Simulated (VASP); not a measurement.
OSZICAR of a VASP run on Be2Cr (atoms displaced from the space group 227 structure):

OSZICAR:
```
       N       E                     dE             d eps       ncg     rms          rms(c)
DAV:   1     0.196053554090E+03    0.19605E+03   -0.13267E+04 17888   0.978E+02
DAV:   2    -0.335005260598E+02   -0.22955E+03   -0.22124E+03 16171   0.335E+02
DAV:   3    -0.442047781788E+02   -0.10704E+02   -0.10327E+02 20596   0.758E+01
DAV:   4    -0.444030639016E+02   -0.19829E+00   -0.19806E+00 18936   0.968E+00
DAV:   5    -0.444082460792E+02   -0.51822E-02   -0.51814E-02 22360   0.150E+00    0.313E+01
DAV:   6    -0.468265228688E+02   -0.24183E+01   -0.18399E+02 17872   0.102E+02    0.348E+01
DAV:   7    -0.357407733926E+02    0.11086E+02   -0.81736E+01 17379   0.775E+01    0.818E+00
DAV:   8    -0.357056951798E+02    0.35078E-01   -0.30753E+00 20112   0.181E+01    0.975E+00
DAV:   9    -0.352916170117E+02    0.41408E+00   -0.45834E-01 21379   0.983E+00    0.479E+00
DAV:  10    -0.351924828200E+02    0.99134E-01   -0.11120E-01 20175   0.347E+00    0.329E+00
DAV:  11    -0.351520646687E+02    0.40418E-01   -0.13668E-01 21365   0.337E+00    0.110E+00
DAV:  12    -0.351534627529E+02   -0.13981E-02   -0.69768E-03 17827   0.616E-01    0.124E-01
DAV:  13    -0.351534984943E+02   -0.35741E-04   -0.63032E-04 21875   0.213E-01    0.937E-02
DAV:  14    -0.351535211827E+02   -0.22688E-04   -0.11615E-04 20149   0.133E-01    0.618E-02
DAV:  15    -0.351535604609E+02   -0.39278E-04   -0.52771E-05 22131   0.121E-01    0.578E-02
DAV:  16    -0.351535653029E+02   -0.48420E-05   -0.87050E-06 17569   0.287E-02    0.577E-02
DAV:  17    -0.351535519597E+02    0.13343E-04   -0.10214E-06 13804   0.229E-02    0.528E-02
DAV:  18    -0.351534383453E+02    0.11361E-03   -0.24777E-04 21227   0.354E-01    0.537E-02
DAV:  19    -0.351534444004E+02   -0.60551E-05   -0.41463E-05 19176   0.958E-02    0.318E-02
DAV:  20    -0.351534435977E+02    0.80276E-06   -0.37530E-06 14658   0.198E-02
   1 F= -.35153444E+02 E0= -.35150601E+02  d E =-.568432E-02  mag=    -0.0001
```

### Question
Which electronic solver shows in the log?

### Answer
It is blocked Davidson (ALGO = Normal, or the opening steps of other solvers). The INCAR had ALGO = Normal.

### Question
How was spin treated?

### Answer
Collinear spin (ISPIN = 2): the summary line carries one mag value, 0.00 μB in the cell.

### Question
Can the final energy be trusted as converged?

### Answer
Self-consistency was reached. It stopped with EDIFF = 1E-6, NELM = 100 (PBE GGA, plane waves, VASP's PBE PAW potentials (set 64)).  The moments were started parallel, and other spin orders were not tried in this run.

The structure was generated: Be2Cr was put into an ordered model structure, which need not be its known phase. The cell was not relaxed at this level, atoms are displaced from their ideal sites.
